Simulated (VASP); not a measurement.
```yaml
crystal:
  lattice:
    - [0.00000, 3.15865, 3.15865]
    - [3.15865, 0.00000, 3.15865]
    - [3.15865, 3.15865, 0.00000]
  atoms:
    - { symbol: Hg, position: [0.00000, 0.00000, 0.00000] }
    - { symbol: Te, position: [0.25000, 0.25000, 0.25000] }
```

All values below come from PBEsol GGA, VASP's PBE PAW potentials (set 64) (plane waves; VASP). Run with 500 eV cut-off, 10×10×10 Γ-centred mesh, first-order Methfessel-Paxton smearing of 0.10 eV, potentials Hg Te.

Unless said otherwise, spin-orbit coupling is left out, though it shifts the bands of the heavy elements here.

**Question.** What does the run give for the energy per atom (σ→0), pressure, band gap (on the k-mesh) with the smallest direct gap where there is one?

**Answer.** 
| Quantity | Result |
|---|---|
| band gap (on the k-mesh) | none (metal, semimetal or under 0.01 eV) |
| energy per atom (σ→0) | -2.145 eV/atom |
| pressure | 4.94 GPa |

The compound is HgTe in the zinc blende structure. It was relaxed first under an external pressure of 5 GPa.
